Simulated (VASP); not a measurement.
These are PBE GGA, VASP's PBE PAW potentials (set 64) (plane waves; VASP) values and carry that method's errors.

A VASP calculation is set up with these files.

File KPOINTS:
```
Automatic mesh
0
Gamma
4 4 4
0 0 0
```

**POSCAR**
```
KNa3Br4
1
    6.2300610585     0.0000000000     0.0000000000
    0.0000000000     6.2300610585     0.0000000000
    0.0000000000     0.0000000000     6.2300610585
Na Br K
3 4 1
Direct
  0.0000000000   0.0000000000   0.0000000000
  0.5000000000   0.5000000000   0.0000000000
  0.5000000000   0.0000000000   0.5000000000
  0.5000000000   0.5000000000   0.5000000000
  0.0000000000   0.0000000000   0.5000000000
  0.0000000000   0.5000000000   0.0000000000
  0.5000000000   0.0000000000   0.0000000000
  0.0000000000   0.5000000000   0.5000000000
```

INCAR:
```
SYSTEM=KNa3Br4
PREC=Accurate; ENCUT=400; LREAL=F
LASPH=T
EDIFF=1E-6; NELM=100; ALGO=Normal
LMAXMIX=4
ISMEAR=0; SIGMA=0.05
GGA=PE
LWAVE=F; LCHARG=T
```

POTCAR, in this order: Na_pv Br K_sv (PBE.64 set). Program: vasp_std.

Output

**OSZICAR**
```
       N       E                     dE             d eps       ncg     rms          rms(c)
DAV:   1     0.494937625500E+03    0.49494E+03   -0.23768E+04   752   0.132E+03
DAV:   2     0.259347015088E+02   -0.46900E+03   -0.45994E+03   836   0.364E+02
DAV:   3    -0.232353051336E+02   -0.49170E+02   -0.49068E+02   912   0.126E+02
DAV:   4    -0.248845459201E+02   -0.16492E+01   -0.16467E+01   904   0.251E+01
DAV:   5    -0.249570004237E+02   -0.72455E-01   -0.72444E-01  1232   0.344E+00    0.550E+00
DAV:   6    -0.243635603235E+02    0.59344E+00   -0.11479E+00   792   0.400E+00    0.366E+00
DAV:   7    -0.242988576259E+02    0.64703E-01   -0.57236E-01   888   0.289E+00    0.153E+00
DAV:   8    -0.243109859618E+02   -0.12128E-01   -0.51894E-02   864   0.128E+00    0.289E-01
DAV:   9    -0.243114415177E+02   -0.45556E-03   -0.31930E-03  1112   0.309E-01    0.138E-01
DAV:  10    -0.243121141129E+02   -0.67260E-03   -0.25529E-03   782   0.256E-01    0.445E-02
DAV:  11    -0.243120926308E+02    0.21482E-04   -0.15243E-04  1024   0.667E-02    0.244E-02
DAV:  12    -0.243120892652E+02    0.33656E-05   -0.63325E-05   892   0.414E-02    0.551E-03
DAV:  13    -0.243120903753E+02   -0.11101E-05   -0.17081E-05   800   0.173E-02    0.624E-03
DAV:  14    -0.243120899381E+02    0.43720E-06   -0.18273E-06   572   0.649E-03
   1 F= -.24312090E+02 E0= -.24312090E+02  d E =-.373353E-15
```

### OUTCAR
```
------------------------ aborting loop because EDIFF is reached ----------------------------------------
  FORCE on cell =-STRESS in cart. coord.  units (eV):
  Direction    XX          YY          ZZ          XY          YZ          ZX
  --------------------------------------------------------------------------------------
  Total        0.0760338      0.0760338      0.0760338      0.0000000      0.0000000     -0.0000000
  in kB        0.5037792      0.5037792      0.5037792      0.0000000      0.0000000     -0.0000000
  external PRESSURE =       0.5037792 kB  Pullay stress =       0.0000000 kB
  volume of cell :      241.81
      direct lattice vectors                 reciprocal lattice vectors
     6.230061058  0.000000000  0.000000000     0.160512071  0.000000000  0.000000000
     0.000000000  6.230061058  0.000000000     0.000000000  0.160512071  0.000000000
     0.000000000  0.000000000  6.230061058     0.000000000  0.000000000  0.160512071
 POSITION                                       TOTAL-FORCE (eV/Angst)
 -----------------------------------------------------------------------------------
      0.00000      0.00000      0.00000         0.000000      0.000000      0.000000
      3.11503      3.11503      0.00000         0.000000      0.000000      0.000000
      3.11503      0.00000      3.11503         0.000000      0.000000      0.000000
      3.11503      3.11503      3.11503         0.000000      0.000000      0.000000
      0.00000      0.00000      3.11503         0.000000      0.000000      0.000000
      0.00000      3.11503      0.00000         0.000000      0.000000      0.000000
      3.11503      0.00000      0.00000         0.000000      0.000000      0.000000
      0.00000      3.11503      3.11503         0.000000      0.000000      0.000000
 -----------------------------------------------------------------------------------
    total drift:                                0.000000      0.000000     -0.000000
  FREE ENERGIE OF THE ION-ELECTRON SYSTEM (eV)
  ---------------------------------------------------
  free  energy   TOTEN  =       -24.3120899381 eV

  energy  without entropy=      -24.3120899381  energy(sigma->0) =      -24.31208994
```
(Selected blocks of OUTCAR.)

The structure was generated: KNa3Br4 was put into an ordered model structure (Pm-3m), which need not be its known phase. It was relaxed first, which changed the volume by +5 %.
